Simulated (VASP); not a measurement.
An input for Ansatz (written as the equivalent of a VASP run, and not itself run):

Ansatz 0.2 input:
```yaml
crystal:
  lattice:
    - [2.4494548, 0.0000000, 0.0000000]
    - [-1.2247274, 2.1212901, 0.0000000]
    - [0.0000000, 0.0000000, 3.9916046]
  atoms:
    - { symbol: Mn, position: [0.6666670, 0.3333330, 0.7500000] }
    - { symbol: Mn, position: [0.3333330, 0.6666670, 0.2500000] }
kpoints:
  mp_grid: { grid: [15, 15, 8] }
hamiltonian:
  xc: r2scan
  pseudopotentials: { kind: paw }
scf:
  occupations: { method: methfessel_paxton, width: 0.1 }
  max_iter: 100
relax:
  max_steps: 60
  f_tol: 0.01
  cell: {}
output: { forces: true, stress: true, eigenvalues: true }
```

Question: Translate this input to VASP (INCAR, KPOINTS, POSCAR, choice of POTCAR).

Answer: This is not unique; one that fits is 
File POSCAR:
```
Mn
1
    2.4494548320    -0.0000000000     0.0000000000
   -1.2247274160     2.1212901156     0.0000000000
   -0.0000000000     0.0000000000     3.9916045814
Mn
2
Direct
  0.6666670000   0.3333330000   0.7500000000
  0.3333330000   0.6666670000   0.2500000000
```

### INCAR
```
SYSTEM = Mn
PREC = Accurate
ENCUT = 400
EDIFF = 1E-6
NELM = 100
ALGO = Normal
LREAL = .FALSE.
LASPH = .TRUE.
ISMEAR = 1
SIGMA = 0.1
METAGGA = R2SCAN
LMIXTAU = .TRUE.
LMAXMIX = 4
LWAVE = .FALSE.
LCHARG = .FALSE.
IBRION = 2
ISIF = 3
NSW = 60
EDIFFG = -0.01
```

**KPOINTS**
```
Automatic mesh
0
Gamma
15 15 8
0 0 0
```

POTCAR, in this order: Mn_pv (PBE.64 set). Program: vasp_std.

What does not carry over: each code has its own PAW files, so the cut-off isn't converted (ENCUT is set for VASP's; basis.ecutwfc is left out, and Ansatz then takes the one that its files recommend); Ansatz stops its SCF on the density residual and VASP on the energy change (EDIFF).

The structure comes from a computed database's Mn entry (P6_3/mmc); how it stands against other phases isn't given here. It was relaxed first. The start is the result of an earlier pass.
